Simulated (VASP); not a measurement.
OSZICAR of a VASP run on BaTa (atoms displaced from the space group 123 structure):

File OSZICAR:
```
       N       E                     dE             d eps       ncg     rms          rms(c)
DAV:   1     0.846439827988E+02    0.84644E+02   -0.82127E+03  2560   0.829E+02
DAV:   2    -0.650925585012E+01   -0.91153E+02   -0.90212E+02  2710   0.218E+02
DAV:   3    -0.114627950583E+02   -0.49535E+01   -0.48975E+01  3310   0.436E+01
DAV:   4    -0.116347544671E+02   -0.17196E+00   -0.17140E+00  2910   0.602E+00
DAV:   5    -0.116387572687E+02   -0.40028E-02   -0.39750E-02  3248   0.786E-01    0.756E+00
DAV:   6    -0.100567129158E+02    0.15820E+01   -0.27416E+01  2660   0.154E+01    0.246E+00
DAV:   7    -0.974304846114E+01    0.31366E+00   -0.21399E+00  2550   0.497E+00    0.140E+00
DAV:   8    -0.973946745564E+01    0.35810E-02   -0.33907E-01  3016   0.235E+00    0.439E-01
DAV:   9    -0.973010929028E+01    0.93582E-02   -0.76965E-02  2666   0.966E-01    0.133E-01
DAV:  10    -0.973041875378E+01   -0.30946E-03   -0.25962E-03  2936   0.238E-01    0.724E-02
DAV:  11    -0.973046735800E+01   -0.48604E-04   -0.19803E-04  2736   0.870E-02    0.220E-02
DAV:  12    -0.973046547106E+01    0.18869E-05   -0.28453E-05  2816   0.317E-02    0.747E-03
DAV:  13    -0.973046464794E+01    0.82311E-06   -0.16343E-05  2776   0.126E-02    0.211E-03
DAV:  14    -0.973046407514E+01    0.57280E-06   -0.23200E-06  1762   0.614E-03
   1 F= -.97304641E+01 E0= -.96455389E+01  d E =-.169850E+00
```

Which electronic solver shows in the log?

It is blocked Davidson (ALGO = Normal, or the opening steps of other solvers). The INCAR had ALGO = Normal.

Can the final energy be trusted as converged?

The run converged. It stopped with EDIFF = 1E-6, NELM = 100 (PBE GGA, plane waves, VASP's PBE PAW potentials (set 64)).

The structure was generated: BaTa was put into an ordered model structure, which need not be its known phase. The cell was not relaxed at this level, atoms are displaced from their ideal sites. The electron count is odd and the run is not spin-polarised, which forces a metal. VASP warned that the highest band is occupied, so more bands are needed.
